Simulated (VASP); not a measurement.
GW runs with VASP on GaP (zinc blende), on PBE orbitals with a Kohn-Sham gap of 1.63 eV on the mesh.

```yaml
crystal:
  lattice:
    - [0.00000, 2.72500, 2.72500]
    - [2.72500, 0.00000, 2.72500]
    - [2.72500, 2.72500, 0.00000]
  atoms:
    - { symbol: Ga, position: [0.00000, 0.00000, 0.00000] }
    - { symbol: P, position: [0.25000, 0.25000, 0.25000] }
```

Run with PREC = Normal, 500 eV cut-off, 4×4×4 Γ-centred mesh, Gaussian smearing of 0.010 eV, potentials Ga_d_GW P_GW.

The mesh is coarse and the basis finite, so the quasiparticle values are not converged.

| run | level | NBANDS | ENCUTGW (eV) | QP gap (eV) | smallest direct QP gap (eV) |
|---|---|---|---|---|---|
| run 1 | G0W0@PBE, 1 step(s) | 64 | 150 | 2.02 | 2.72 |
| run 2 | G0W0@PBE, 1 step(s) | 160 | 200 | 2.13 | 2.71 |
| run 3 | evGW0@PBE, 4 step(s) | 160 | 200 | … | … |

Some entries are withheld; supply them.

- run 3, QP gap (eV): 2.24
- run 3, smallest direct QP gap (eV): 2.85

Left out are failed runs and those that VASP or the mesh makes unfit.

The compound is GaP in the zinc blende structure. The cell was not relaxed at this level.
